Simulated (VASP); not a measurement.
Level of theory: vdW-DF2, VASP's PBE PAW potentials (set 64) (plane waves; VASP).

The input files of a VASP run:

**INCAR**
```
SYSTEM=SnTe
PREC=Accurate; ENCUT=520; LREAL=F
LASPH=T
EDIFF=1E-6; NELM=100; ALGO=Normal
LMAXMIX=4
ISMEAR=0; SIGMA=0.05
GGA=ML; LUSE_VDW=T; AGGAC=0.0
ZAB_VDW=-1.8867
IBRION=2; NSW=60; ISIF=3
EDIFFG=-0.01
LWAVE=F; LCHARG=F
```

POSCAR:
```
SnTe
1
    0.0000000000     3.3357086576     3.3357086576
    3.3357086576    -0.0000000000     3.3357086576
    3.3357086576     3.3357086576     0.0000000000
Sn Te
1 1
Direct
  0.0000000000   1.0000000000   1.0000000000
  0.5000000000   0.5000000000   0.5000000000
```

KPOINTS:
```
Automatic mesh
0
Gamma
6 6 6
0 0 0
```

POTCAR, in this order: Sn_d Te (PBE.64 set). Program: vasp_std.

What VASP printed:

OSZICAR:
```
       N       E                     dE             d eps       ncg     rms          rms(c)
DAV:   1     0.127158915909E+03    0.12716E+03   -0.96774E+03   448   0.152E+03
DAV:   2     0.834975618396E+01   -0.11881E+03   -0.11662E+03   472   0.349E+02
DAV:   3    -0.184989154492E+01   -0.10200E+02   -0.10164E+02   574   0.986E+01
DAV:   4    -0.216274859326E+01   -0.31286E+00   -0.31279E+00   498   0.180E+01
DAV:   5    -0.217575886934E+01   -0.13010E-01   -0.13010E-01   614   0.363E+00    0.282E+00
DAV:   6    -0.200619518921E+01    0.16956E+00   -0.54617E-01   490   0.396E+00    0.174E+00
DAV:   7    -0.201098795684E+01   -0.47928E-02   -0.78210E-02   502   0.139E+00    0.912E-01
DAV:   8    -0.201350820691E+01   -0.25203E-02   -0.79949E-03   472   0.855E-01    0.154E-01
DAV:   9    -0.201364649316E+01   -0.13829E-03   -0.16579E-03   484   0.319E-01    0.549E-02
DAV:  10    -0.201372588922E+01   -0.79396E-04   -0.23600E-04   460   0.128E-01    0.237E-02
DAV:  11    -0.201373734421E+01   -0.11455E-04   -0.27739E-05   484   0.462E-02    0.722E-03
DAV:  12    -0.201373895083E+01   -0.16066E-05   -0.28251E-06   506   0.244E-02    0.376E-03
DAV:  13    -0.201373889782E+01    0.53014E-07   -0.18067E-07   236   0.444E-03
   1 F= -.20137389E+01 E0= -.20137389E+01  d E =-.201374E+01
```

File OUTCAR:
```
------------------------ aborting loop because EDIFF is reached ----------------------------------------
  FORCE on cell =-STRESS in cart. coord.  units (eV):
  Direction    XX          YY          ZZ          XY          YZ          ZX
  --------------------------------------------------------------------------------------
  Total        0.0052823      0.0052823      0.0052823      0.0000000     -0.0000000      0.0000000
  in kB        0.1140091      0.1140091      0.1140091      0.0000000     -0.0000000      0.0000000
  external PRESSURE =       0.1140091 kB  Pullay stress =       0.0000000 kB
  volume of cell :       74.23
      direct lattice vectors                 reciprocal lattice vectors
     0.000000000  3.335708658  3.335708658    -0.149893187  0.149893187  0.149893187
     3.335708658  0.000000000  3.335708658     0.149893187 -0.149893187  0.149893187
     3.335708658  3.335708658  0.000000000     0.149893187  0.149893187 -0.149893187
 POSITION                                       TOTAL-FORCE (eV/Angst)
 -----------------------------------------------------------------------------------
      0.00000      0.00000      0.00000         0.000000     -0.000000      0.000000
      3.33571      3.33571      3.33571        -0.000000      0.000000     -0.000000
 -----------------------------------------------------------------------------------
    total drift:                               -0.000000      0.000000      0.000000
  FREE ENERGIE OF THE ION-ELECTRON SYSTEM (eV)
  ---------------------------------------------------
  free  energy   TOTEN  =        -2.0137388978 eV

  energy  without entropy=       -2.0137388978  energy(sigma->0) =       -2.01373890

 reached required accuracy - stopping structural energy minimisation
```
(Selected blocks of OUTCAR.)

The compound is SnTe in the rock salt structure, which distorts at low temperature. It was relaxed first, which changed the volume by +18 %. The start is the result of an earlier pass.
